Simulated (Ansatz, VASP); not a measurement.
# W2NCl2 (W2NCl2 MXene monolayer): VASP beside Ansatz

Wanted: the spread between two codes on one cell, functional and k mesh. Of the first pair: The structure shown is the start of the Ansatz relaxation below; VASP solves that cell, so the two are compared at the walk's first step.

Method: plane waves, with VASP 6.6.1 beside it; single point at PBE with D3(BJ), in Ansatz 0.2.0.

### 1. The starting structure

The cell holds 5 atoms: 2 Cl, 2 W and 1 N. Its edges and angles: a = 3.054 Å, b = 3.054 Å, c = 42.792 Å, α = 90.0°, β = 90.0°, γ = 120.0°. Vacuum lies along c.

### 2. Ansatz: relaxation, PBE with D3(BJ)

Ansatz runs on its default PAW (the set named soft_2) files.

The two programs are compared at the cell with which this relaxation starts, whose forces are those of its first step.

input.yaml

```yaml
crystal:
  lattice:
    - [3.053908, 0.0, 0.0]
    - [-1.526954, 2.6447619088, 0.0]
    - [0.0, 0.0, 42.7923365952]
  atoms:
    - { symbol: Cl, position: [0.3333333333, 0.6666666667, 0.4311519648] }
    - { symbol: W, position: [0.6666666667, 0.3333333333, 0.471840969], spin: 1.0 }
    - { symbol: "N", position: [0.0, 0.0, 0.5] }
    - { symbol: W, position: [0.3333333333, 0.6666666667, 0.528159031], spin: 1.0 }
    - { symbol: Cl, position: [0.6666666667, 0.3333333333, 0.5688480352] }
  periodic: [true, true, false]
magnetization:
  spin_polarized: true
kpoints:
  mp_grid: { grid: [12, 12, 1] }
hamiltonian:
  xc: pbe
  dispersion: d3bj
scf:
  occupations: { method: fermi_dirac, width: 0.05 }
  convergence: { dr2_threshold: 1.0e-09 }
relax:
  f_tol: 0.004
  max_steps: 90
  cell: {}
output:
  write_potential: true
  write_density: true
  volumetric_format: npy
```

Command:

```bash
ansatz run input.yaml --threads 2 --pin off --max-ram 3072MiB --backend cpu --events-out ev --progress --plain --runs-dir out
```

Numbers of over 12 decimals in the logs are rounded to 6 here.

What it wrote:

```text
Warning: relax.cell: scf.convergence.dr2_threshold = 1e-9 eV is looser than the 1.97967771843e-10 eV advised for a relaxation that steers and ends on the stress (1e-10 eV for each atom of the cell: 5, times the square of relax.cell.stress_2d_tol = 0.05 N/m over 15.9 Å (the atoms' height at the walk's start and 5 Å past either face), 3.146e-2 GPa, over a crystal's default 0.05). What an SCF threshold leaves in a stress goes as its square root, and in the free energy as the threshold itself, and one threshold admits the most on a small cell: [figures from the program's tests cut] Set scf.convergence.dr2_threshold to 1.97967771843e-10 eV or tighter. [rest of the remark cut]
Engine: ansatz 0.2.0, aarch64-unknown-linux-gnu
Pseudopotentials: kind: paw
Pseudopotential: Cl, paw, valence charge 7, recommended cutoff 420 eV (normal), Cl.paw.azcp
Pseudopotential: W, paw, valence charge 14, recommended cutoff 420 eV (normal), W.paw.azcp
Pseudopotential: N, paw, valence charge 5, recommended cutoff 420 eV (normal), N.paw.azcp
Functional definition: PBE
  parameter kappa = 0.804
  parameter beta = 0.066725
  exchange = pbe_x(kappa = kappa, mu = beta*pi^2/3)
  correlation = pbe_c(beta = beta)
Crystal: 5 atoms, lattice volume = 345.628 Å³
Basis set: ecut = 420 eV, 6707 PW (Γ), exchange–correlation on 48×48×576 points (8 copies of the dense FFT grid, shifted against one another)
Bands: 30, of which v1, the nominal top of the filled ones, is band 24 counted from 1 (23 counted from 0)
Symmetry: 12 space group operations
Space group: P-3m1 (ITA 164), of the structure as read, at distance tolerance 7.0e-5 Å
Magnetic group: BNS 164.85 (UNI 1315), of the structure as read, at distance tolerance 7.0e-5 Å
k-points: 19 of 144
Non-local potential: Cl, projectors of the file, l = 0: 2, l = 1: 2, l = 2: 2
Non-local potential: W, projectors of the file, l = 0: 3, l = 1: 2, l = 2: 2, l = 3: 1
Non-local potential: N, projectors of the file, l = 0: 2, l = 1: 2, l = 2: 1
PAW form: soft (Blöchl's): semilocal exchange-correlation on the pseudo side does not see the compensation charge
PAW one-centre angular grid: Cl, 110 points (default); XC on 64 Gauss nodes
PAW one-centre angular grid: W, 590 points (default); XC on 64 Gauss nodes
PAW one-centre angular grid: N, 110 points (default); XC on 64 Gauss nodes
Initial density: superposition of atomic densities (neutral atoms: chi_scale 0, normalization atom)
Starting moments: Σ|m| = 2 μB on 2 of 5 sites
Initial wavefunctions: pseudopotential atomic-orbital guess
Functional: x = pbe(κ = 0.804, μ = 0.219515), c = pbe(β = 0.066725)
SCF iter   1: F=—  HF=-23315.392902 eV  |F-HF|=—  |Δ(HF+E_count)|=         —  Δρ=2.37e-2 (↑2.37e-2 ↓2.13e-2)  dr2=1.21e1  dr2_m=8.59e-2  M=1.053 μB ∫|m|=1.069 μB  β_m=0.30  ethr=3.10e-3  ⟨swp⟩=17.2  Hψ=9657  notcnv=0
Mixer restart at iter 1: flushing history
preconditioner: auto → LDOS  [metal: Δε(μ)=0.030 eV  Ē_g=10.393 eV  σ=0.050 eV  W_gap=0.15  n_scr=26 (ndim 8)  ℏωp=11.1 eV  f_vac=0.777  D(μ)=4.20/eV (n_scr^D=20)]
spin=Collinear: LDOS preconditioning applied to the charge; magnetization (m = ρ↑ − ρ↓) channel mixes plain (no charge-response kernel on spin).
SCF iter   2: F=—  HF=-23314.592958 eV  |F-HF|=—  |Δ(HF+E_count)|=   8.00e-1  Δρ=1.84e-2 (↑1.84e-2 ↓1.68e-2)  dr2=7.47e0  dr2_m=5.56e-2  M=0.954 μB ∫|m|=0.968 μB  β_m=0.65  ethr=3.10e-3  ⟨swp⟩=3.2  Hψ=1935  notcnv=0  defer=22
SCF iter   3: F=—  HF=-23313.541297 eV  |F-HF|=—  |Δ(HF+E_count)|=    1.05e0  Δρ=4.36e-3 (↑3.90e-3 ↓4.36e-3)  dr2=1.71e-1  dr2_m=5.44e-3  M=0.474 μB ∫|m|=0.484 μB  β_m=0.70  ethr=3.10e-3  ⟨swp⟩=5.5  Hψ=3557  notcnv=0  defer=22
SCF iter   4: F=—  HF=-23313.558388 eV  |F-HF|=—  |Δ(HF+E_count)|=         —  Δρ=2.48e-3 (↑2.48e-3 ↓2.47e-3)  dr2=1.24e-2  dr2_m=1.83e-2  M=0.185 μB ∫|m|=0.200 μB  β_m=0.70  ethr=3.64e-4  ⟨swp⟩=5.5  Hψ=3386  notcnv=0  defer=15
SCF iter   5: F=—  HF=-23313.558607 eV  |F-HF|=—  |Δ(HF+E_count)|=   2.19e-4  Δρ=1.22e-3 (↑1.11e-3 ↓1.22e-3)  dr2=7.00e-4  dr2_m=4.17e-3  M=0.105 μB ∫|m|=0.114 μB  β_m=0.85  ethr=2.63e-5  ⟨swp⟩=3.5  Hψ=2656  notcnv=0  defer=15
SCF iter   6: F=—  HF=-23313.559242 eV  |F-HF|=—  |Δ(HF+E_count)|=   6.35e-4  Δρ=2.23e-4 (↑2.23e-4 ↓2.19e-4)  dr2=5.26e-5  dr2_m=1.42e-4  M=0.026 μB ∫|m|=0.029 μB  β_m=0.88  ethr=1.49e-6  ⟨swp⟩=3.7  Hψ=3024  notcnv=0  defer=15
[...]
SCF iter   1: F=—  HF=-23314.261984 eV  |F-HF|=—  |Δ(HF+E_count)|=         —  Δρ=6.68e-7 (↑6.35e-7 ↓6.68e-7)  dr2=2.01e-9  dr2_m=1.09e-11  M=0.000 μB ∫|m|=0.000 μB  β_m=0.65  ethr=1.42e-7  ⟨swp⟩=7.6  Hψ=15847  notcnv=0
eigensolver tolerance schedule: the retry pair's looser diagonalisation over-reported the residual by 33139.69 of it (diagonalisation noise at an unbounded share of the residual, at the tolerance the schedule requests for it); recorded, not acted on — ethr = c·dr2/N_el stays at c = 1.0e-1
preconditioner: auto → LDOS  [metal: Δε(μ)=0.065 eV  Ē_g=9.572 eV  σ=0.050 eV  W_gap=0.29  n_scr=24 (ndim 8)  ℏωp=11.6 eV  f_vac=0.762  D(μ)=2.24/eV (n_scr^D=14)]
spin=Collinear: LDOS preconditioning applied to the charge; magnetization (m = ρ↑ − ρ↓) channel mixes plain (no charge-response kernel on spin).
SCF iter   2: F=—  HF=-23314.262155 eV  |F-HF|=—  |Δ(HF+E_count)|=   1.71e-4  Δρ=3.75e-7 (↑3.75e-7 ↓3.59e-7)  dr2=1.31e-9  dr2_m=2.66e-12  M=0.000 μB ∫|m|=0.000 μB  β_m=0.37  ethr=4.28e-12  ⟨swp⟩=8.3  Hψ=6234  notcnv=0
SCF iter   3: F=—  HF=-23314.262155 eV  |F-HF|=—  |Δ(HF+E_count)|=   3.15e-9  Δρ=2.34e-7 (↑2.34e-7 ↓2.24e-7)  dr2=2.80e-10  dr2_m=2.51e-12  M=0.000 μB ∫|m|=0.000 μB  β_m=0.69  ethr=2.78e-12  ⟨swp⟩=2.7  Hψ=1671  notcnv=0
SCF iter   4: F=-23314.262155 eV  HF=-23314.262155 eV  |F-HF|=4.40e-10  |Δ(HF+E_count)|=  6.22e-10  Δρ=1.08e-7 (↑1.02e-7 ↓1.08e-7)  dr2=9.03e-11  dr2_m=1.66e-13  M=0.000 μB ∫|m|=0.000 μB  ethr=1.00e-12  ⟨swp⟩=14.4  Hψ=10965  notcnv=0
the starting moments were not kept: the SCF closed with an absolute magnetisation of 9.1e-7 μB, where they sum to 2 μB in size (2 sites). That is at most 0.1 of that sum. Measured as dr2_m measures the in/out step, that magnetisation stands 7.3e-14 eV from none, at or under the dr2_threshold of 1.0e-9 eV: it is no larger than a step whose dr2_m would equal this threshold.
SCF 9 converged in 4 iterations: F = -23314.262155 eV  dr2 = 9.03e-11
relax step   9: F+E_penalty+E_count = -23314.26215464 eV  Δ(F+E_penalty+E_count) = +4.020e-5 eV  max|allowed force component| = 9.501e-4 eV/Å  Δτ_max = 0.0000 Å  P = +0.007 N/m  Ω = 316.575 Å³  fix = [c, alpha, beta]  reactions: c +0.000 N/m  stress off target by 7.39e-3 N/m on what of the cell is left free  SCF on the basis re-selected at this cell (its energy is not comparable with the rows above)  (4 SCF iters)
basis re-selected at this cell: Δ(F+E_penalty+E_count) = +4.020e-5 eV, ΔP = -0.000 N/m vs the last step (what re-selecting the basis moved, of the pressure what is left beyond the Pulay correction that the steps carried, after the strain that the cell walked since its last selection, with what the two solves' SCF thresholds leave and, on support functions, any second-order correction that the steps lacked; it is no m [...]
WARN: The input density's exchange-correlation potential varies sharply where the density is thin. Do not read a vacuum level from v_tot or v_xc, or from such a field of the output density. On a cell that repeats whose density bears no net charge and no dipole along the vacuum's axis use v_es (v_loc + v_h of the components); under efield.dipole_correction with no amplitude use v_es + v_field, which holds any external [...]
SCF converged after 4 iterations
Magnetization: 0.0000 μB (23.5000 up, 23.5000 down)
Absolute magnetization: 0.0000 μB (∫|ρ↑−ρ↓|, with the PAW one-centre terms)
Spin contamination: 0.0000 ħ² per cell (⟨S²⟩ above its minimum at these occupations)
Per-site moments (μB) at R_I (Å): [(-1.4641440414023338e-8, 1.038866), (1.934836456100557e-7, 0.912500), (-4.86903106520425e-8, 0.912500), (1.9348364563177808e-7, 0.912500), (-1.4641440435923526e-8, 1.038866)]
Free energy (F): -23314.262155 eV
Harris-Foulkes:  -23314.262155 eV  (|F-HF|=4.40e-10)
Internal energy: -23314.243758 eV  (E = F + TS)
E sigma→0 (E₀):  -23314.252956 eV
Entropy (-TS):   -0.018397 eV (-3.679 meV/atom)
Fermi energy:    -3.883229 eV
--- Per-component energies (eV) ---
  E_band       = -1185.029661
  E_kinetic    = 1361.833920
  E_local      = -223551.957381  (includes V_loc(G=0)·N_el)
  E_nonlocal   = 104.980469
  E_hartree    = 110981.767800
  E_xc         = -809.441316
  E_vxc        = -800.048986  (∫ρ·V_xc dr)
  E_paw        = -18571.060154  (= ΣΔE_a)
  E_vpaw       = -263.373835  (= ΣTr[D̂ρ^β])
  E_aug_tail   = 0.000165  (compensation charges beyond the density's cutoff)
  E_ewald      = 107171.362049
  E_disp       = -1.729309  (pairwise vdW)
  E_smearing   = -0.018397  (= −TS)
  E_closure    = 0.000000  (closes the sum)
  Σ components = -23314.262155   (vs F -23314.262155, Δ=0.00e0)
--- Forces (eV/Å), atoms counted from 1 ---
  atom   1  Cl     0.00000000    -0.00000000    -0.00095014
  atom   2  W     -0.00000000     0.00000000    -0.00033866
  atom   3  N      0.00000000    -0.00000000     0.00000000
  atom   4  W     -0.00000000    -0.00000000     0.00033866
  atom   5  Cl    -0.00000000     0.00000000     0.00095014
  max |Σ_I F_I| component: 2.78e-17 eV/Å
--- 2D stress c σ (N/m, compression-positive) ---
        0.007386       0.000000       0.000000
        0.000000       0.007386       0.000000
        0.000000       0.000000       0.000000
  P = ½ c Tr σ = 0.0074 N/m
--- Band table (eV; the first three rows and the last of 38) ---
  k-point 0 ↑: bands = [... 20 lower, -6.3299, -5.0583, -5.0583, -5.0186, -3.9868, -3.9868, -3.1270, -3.1270, ... 2 higher]
  k-point 1 ↑: bands = [... 20 lower, -6.5881, -5.4215, -4.9075, -4.7922, -4.1115, -3.8229, -3.0375, -3.0007, ... 2 higher]
  k-point 2 ↑: bands = [... 20 lower, -7.0127, -6.0374, -4.6829, -4.4613, -4.4469, -3.4669, -2.8118, -2.4178, ... 2 higher]
  k-point 18 ↓: bands = [... 20 lower, -5.2342, -4.6195, -4.3588, -4.3588, -2.5616, -2.5616, -1.5902, -1.0726, ... 2 higher]
  the weakly bound empty levels are not read free of the cell's end (no_gap_told)
--- Relaxed structure (7 steps of the walk, 7 accepted, 2 SCFs on fresh bases) ---
  F+E_penalty+E_count = -23314.26215464 eV   max|allowed force component| = 9.501e-4 eV/Å   (the final SCF, on the basis selected at the relaxed cell)
  cell:  # Å, volume = 316.5748 Å³
    - [2.922738, 0.0, 0]
    - [-1.461369, 2.531165, 0]
    - [0, 0, 42.7923365952]
  atoms:
    - { symbol: Cl, position: [0.333333, 0.666667, 0.422885] }
    - { symbol: W, position: [0.666667, 0.333333, 0.466574] }
    - { symbol: N, position: [0, 0, 0.5] }
    - { symbol: W, position: [0.333333, 0.666667, 0.533426] }
    - { symbol: Cl, position: [0.666667, 0.333333, 0.577115] }
```

Reading the cycles: dr2 is the Hartree energy of the density residual (eV), the measure of convergence; HF is the Harris–Foulkes estimate of the energy, which meets the free energy F at convergence.

(Continued in part 2 of 2.)

[Lines on the potential files, build, host, timing and source positions are cut from VASP's logs without a mark.]

[Logs are printed without paths, hosts, clocks, repeated set-up lines and the standing remarks that a program may print on its own settings, such as how far it seeks lower states.]

[Hosts, paths, dates, database ids (printed as entryN), source tags and the programs' standing remarks are cut or masked in the printed files.]
